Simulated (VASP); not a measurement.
Input for VASP

### INCAR
```
GGA=PS   ! PBEsol
SIGMA=0.02   ! width (eV)
LREAL=.False.   ! projection in real space or not
LCHARG=.False.
ENCUT=300   ! plane-wave cut-off (eV)
PREC=Accurate
ISMEAR=-1   ! Fermi-Dirac
ISIF=2
SYSTEM=NiS2
EDIFF=1E-6   ! SCF stop (eV)
LWAVE=.False.
LMAXMIX=4
ALGO=Normal   ! blocked Davidson
LASPH=.True.
NELM=100
```

File KPOINTS:
```
Automatic mesh
0
Gamma
6 5 5
0 0 0
```

### POSCAR
```
NiS2
1.0
  3.9961070000   0.0000000000   0.0000000000
  0.0000000000   5.0974410000   0.0000000000
 -1.9700800000   0.0000000000   4.7826170000
Ni S
2 4
Cart
  1.5248002658   4.2492268176   3.5844279630
  0.5012267342   1.7005063176   1.1981890370
  0.2468392033   4.8426199244   1.9949252030
  1.7791877967   2.2938994244   2.7876917970
  1.2561880337   1.1032391556   4.3882424022
  0.7698389663   3.6519596556   0.3943745978
```

POTCAR, in this order: Ni S (PBE.64 set). Program: vasp_std.

Q: Translate this PBEsol calculation to Quantum ESPRESSO's pw.x.

A: One equivalent input (not run):
```
&CONTROL
  calculation = 'scf'
  pseudo_dir = './pseudo'
  outdir = './out'
  tprnfor = .true.
  tstress = .true.
/
&SYSTEM
  ibrav = 0
  nat = 6
  ntyp = 2
  ecutwfc = 98
  occupations = 'smearing'
  smearing = 'fermi-dirac'
  degauss = 0.00147
  input_dft = 'pbesol'
/
&ELECTRONS
  conv_thr = 7.3e-08
  electron_maxstep = 100
/
ATOMIC_SPECIES
  Ni 58.693 Ni.upf
  S 32.060 S.upf
CELL_PARAMETERS angstrom
     3.9961070    0.0000000    0.0000000
     0.0000000    5.0974410    0.0000000
    -1.9700800    0.0000000    4.7826170
ATOMIC_POSITIONS crystal
  Ni   0.7510600  0.8336000  0.7494700
  Ni   0.2489400  0.3336000  0.2505300
  S    0.2674100  0.9500100  0.4171200
  S    0.7325900  0.4500100  0.5828800
  S    0.7667000  0.2164300  0.9175400
  S    0.2333000  0.7164300  0.0824600
K_POINTS automatic
  6 5 5 0 0 0
```
Limits of the translation: the potentials are each code's own (VASP's PAW set, PseudoDojo norm-conserving files in pw.x), so ENCUT and ecutwfc are chosen apart and not converted; conv_thr bounds pw.x's estimated SCF error, while EDIFF bounds the energy change between steps.

The structure comes from a computed database's NiS2 entry; how it stands against other phases isn't given here. The cell was not relaxed at this level, and its volume differs by -5.9 % from the start's.
